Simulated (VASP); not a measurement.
All values below come from PBEsol GGA, VASP's PBE PAW potentials (set 64) (plane waves; VASP).

A VASP calculation is set up with these files.

POSCAR:
```
CuI
4.2779960
  0.0000000000   0.7071067855   0.7071067855
  0.7071067855   0.0000000000   0.7071067855
  0.7071067855   0.7071067855   0.0000000000
Cu I
1 1
Cart
  0.0000000000   0.0000000000   0.0000000000
  0.3535533928   0.3535533928   0.3535533928
```

**KPOINTS**
```
Automatic mesh
0
Gamma
8 8 8
0 0 0
```

### INCAR
```
ALGO=Normal
EDIFF=1E-6
ENCUT=300
GGA=PS
ISIF=2
ISMEAR=-1
LASPH=.TRUE.
LCHARG=.FALSE.
LMAXMIX=4
LREAL=.FALSE.
LWAVE=.FALSE.
NELM=100
PREC=Accurate
SIGMA=0.02
SYSTEM=CuI
```

POTCAR, in this order: Cu I (PBE.64 set). Program: vasp_std.

The run wrote:

### OUTCAR
```
 ion  position               nearest neighbor table
   1  0.000  0.000  0.000-   2 2.62   2 2.62   2 2.62   2 2.62
   2  0.250  0.250  0.250-   1 2.62   1 2.62   1 2.62   1 2.62
  LATTYP: Found a face centered cubic cell.
 ALAT       =     6.0500000000
 Subroutine PRICEL returns:
 Original cell was already a primitive cell.
 Subroutine GETGRP returns: Found 24 space group operations
The static configuration has the point symmetry T_d .
The dynamic configuration has the point symmetry T_d .
 Subroutine INISYM returns: Found 24 space group operations
 Subroutine IBZKPT returns following result:
 Found     29 irreducible k-points:

 Following reciprocal coordinates:
            Coordinates               Weight
  0.000000  0.000000  0.000000      1.000000
  0.125000  0.000000  0.000000      8.000000
  0.250000  0.000000  0.000000      8.000000
  0.375000  0.000000  0.000000      8.000000
  0.500000  0.000000  0.000000      4.000000
  0.125000  0.125000  0.000000      6.000000
  0.250000  0.125000  0.000000     24.000000
  0.375000  0.125000  0.000000     24.000000
  0.500000  0.125000  0.000000     24.000000
 -0.375000  0.125000  0.000000     24.000000
 -0.250000  0.125000  0.000000     24.000000
 -0.125000  0.125000  0.000000     12.000000
  0.250000  0.250000  0.000000      6.000000
  0.375000  0.250000  0.000000     24.000000
  0.500000  0.250000  0.000000     24.000000
 -0.375000  0.250000  0.000000     24.000000
 -0.250000  0.250000  0.000000     12.000000
  0.375000  0.375000  0.000000      6.000000
  0.500000  0.375000  0.000000     24.000000
 -0.375000  0.375000  0.000000     12.000000
  0.500000  0.500000  0.000000      3.000000
  0.375000  0.250000  0.125000     24.000000
  0.500000  0.250000  0.125000     48.000000
 -0.375000  0.250000  0.125000     24.000000
  0.500000  0.375000  0.125000     24.000000
 -0.375000  0.375000  0.125000     48.000000
 -0.250000  0.375000  0.125000     24.000000
 -0.375000  0.500000  0.125000     12.000000
 -0.250000  0.500000  0.250000      6.000000
   k-points           NKPTS =     29   k-points in BZ     NKDIM =     29   number of bands    NBANDS=     13
   number of dos      NEDOS =    301   number of ions     NIONS =      2
   total plane-waves  NPLWV =  13824
   dimension x,y,z NGX =    24 NGY =   24 NGZ =   24
   dimension x,y,z NGXF=    48 NGYF=   48 NGZF=   48
   ions per type =               1   1
   PREC   = accura    normal or accurate (medium, high low for compatibility)
   ISTART =      0    job   : 0-new  1-cont  2-samecut
   ICHARG =      2    charge: 1-file 2-atom 10-const
   ISPIN  =      1    spin polarized calculation?
   LNONCOLLINEAR =      F non collinear calculations
   LSORBIT =      F    spin-orbit coupling
   INIWAV =      1    electr: 0-lowe 1-rand  2-diag
   ENCUT  =  300.0 eV  22.05 Ry    4.70 a.u.   6.04  6.04  6.04*2*pi/ulx,y,z
   NELM   =    100;   NELMIN=  2; NELMDL= -5     # of ELM steps
   EDIFF  = 0.1E-05   stopping-criterion for ELM
   LREAL  =      F    real-space projection
   NLSPLINE    = F    spline interpolate recip. space projectors
   LMAXMIX     =    4 max onsite mixed and CHGCAR
   VOSKOWN=      0    Vosko Wilk Nusair interpolation
   EDIFFG = 0.1E-04   stopping-criterion for IOM
   NSW    =      0    number of steps for IOM
   NBLOCK =      1;   KBLOCK =      1    inner block; outer block
   IBRION =     -1    ionic relax: 0-MD 1-quasi-New 2-CG
   NFREE  =      0    steps in history (QN), initial steepest desc. (CG)
   ISIF   =      2    stress and relaxation
   ISYM   =      2    0-nonsym 1-usesym 2-fastsym
   TEIN   =    0.0    initial temperature
   TEBEG  =    0.0;   TEEND  =   0.0 temperature during run
   SMASS  =  -3.00    Nose mass-parameter (am)
...
```

OSZICAR:
```
       N       E                     dE             d eps       ncg     rms          rms(c)
DAV:   1     0.900351337761E+02    0.90035E+02   -0.57628E+03   754   0.928E+02
DAV:   2    -0.124755449069E+01   -0.91283E+02   -0.85239E+02   754   0.226E+02
DAV:   3    -0.642769741350E+01   -0.51801E+01   -0.51176E+01  1004   0.630E+01
DAV:   4    -0.659769740654E+01   -0.17000E+00   -0.16994E+00   989   0.113E+01
DAV:   5    -0.660030245722E+01   -0.26051E-02   -0.26049E-02  1003   0.125E+00    0.582E+00
DAV:   6    -0.651379949266E+01    0.86503E-01   -0.50214E+00   774   0.595E+01    0.385E+00
DAV:   7    -0.630056555524E+01    0.21323E+00   -0.10812E+00   824   0.361E+01    0.168E+00
DAV:   8    -0.630401404852E+01   -0.34485E-02   -0.86263E-02  1100   0.563E+00    0.616E-01
DAV:   9    -0.629896056801E+01    0.50535E-02   -0.22061E-02   937   0.423E+00    0.220E-01
DAV:  10    -0.629904335115E+01   -0.82783E-04   -0.78978E-04   889   0.230E-01    0.180E-01
DAV:  11    -0.629894897034E+01    0.94381E-04   -0.51725E-04  1068   0.697E-01    0.392E-02
DAV:  12    -0.629896453410E+01   -0.15564E-04   -0.12424E-04  1176   0.127E-01    0.469E-02
DAV:  13    -0.629896599581E+01   -0.14617E-05   -0.25238E-06   744   0.252E-02    0.203E-02
DAV:  14    -0.629896555785E+01    0.43796E-06   -0.16070E-06   688   0.305E-02
   1 F= -.62989656E+01 E0= -.62989656E+01  d E =-.654955E-12
```

File OUTCAR:
```
------------------------ aborting loop because EDIFF is reached ----------------------------------------
  FORCE on cell =-STRESS in cart. coord.  units (eV):
  Direction    XX          YY          ZZ          XY          YZ          ZX
  --------------------------------------------------------------------------------------
  Total       -0.8868417     -0.8868417     -0.8868417      0.0000000      0.0000000      0.0000000
  in kB      -25.6655498    -25.6655498    -25.6655498      0.0000000      0.0000000      0.0000000
  external PRESSURE =     -25.6655498 kB  Pullay stress =       0.0000000 kB
  volume of cell :       55.36
      direct lattice vectors                 reciprocal lattice vectors
     0.000000000  3.025000000  3.025000000    -0.165289256  0.165289256  0.165289256
     3.025000000  0.000000000  3.025000000     0.165289256 -0.165289256  0.165289256
     3.025000000  3.025000000  0.000000000     0.165289256  0.165289256 -0.165289256
  FREE ENERGIE OF THE ION-ELECTRON SYSTEM (eV)
  ---------------------------------------------------
  free  energy   TOTEN  =        -6.2989655579 eV

  energy  without entropy=       -6.2989655578  energy(sigma->0) =       -6.29896556
```
(Selected blocks of OUTCAR.)

File OUTCAR:
```
 val. band max:        4.3525451876   @ k =   0.0000   0.0000   0.0000

 cond. band min:       5.3960167047   @ k =   0.0000   0.0000   0.0000


 Fermi energy:         4.8103038852

 k-point     1 :       0.0000    0.0000    0.0000
  band No.  band energies     occupation
      1      -9.7094      2.00000
      2       0.6797      2.00000
      3       0.6797      2.00000
      4       0.6797      2.00000
      5       2.4526      2.00000
      6       2.4526      2.00000
      7       4.3525      2.00000
      8       4.3525      2.00000
      9       4.3525      2.00000
     10       5.3960      0.00000
     11       9.1733      0.00000
     12       9.1733      0.00000
     13       9.1733      0.00000

 k-point     2 :       0.1250    0.0000    0.0000
  band No.  band energies     occupation
      1      -9.6354      2.00000
      2       0.3780      2.00000
      3       0.6857      2.00000
      4       0.6857      2.00000
      5       2.4464      2.00000
      6       2.4464      2.00000
      7       3.7056      2.00000
      8       4.2336      2.00000
      9       4.2336      2.00000
     10       6.1130      0.00000
     11       9.0683      0.00000
     12       9.3937      0.00000
     13       9.3937      0.00000

 k-point     3 :       0.2500    0.0000    0.0000
  band No.  band energies     occupation
      1      -9.4456      2.00000
      2      -0.3343      2.00000
      3       0.6972      2.00000
      4       0.6972      2.00000
      5       2.4436      2.00000
      6       2.4436      2.00000
      7       3.0400      2.00000
      8       3.9722      2.00000
      9       3.9722      2.00000
     10       6.5550      0.00000
     11       9.7305      0.00000
     12       9.7305      0.00000
     13       9.7499      0.00000

 k-point     4 :       0.3750    0.0000    0.0000
  band No.  band energies     occupation
      1      -9.2371      2.00000
      2      -1.0197      2.00000
      3       0.7036      2.00000
...
```

At this cut-off the stress carries a Pulay error, which pulls relaxed volumes low. Unless said otherwise, spin-orbit coupling is left out, though it shifts the bands of the heavy elements here.

The structure is a typed CuI crystal (F-43m). The cell was not relaxed at this level. The run is one of a series of settings (GGA = PS, POTCAR Cu I (PBE.64 set) against the base run), some of them coarse on purpose.
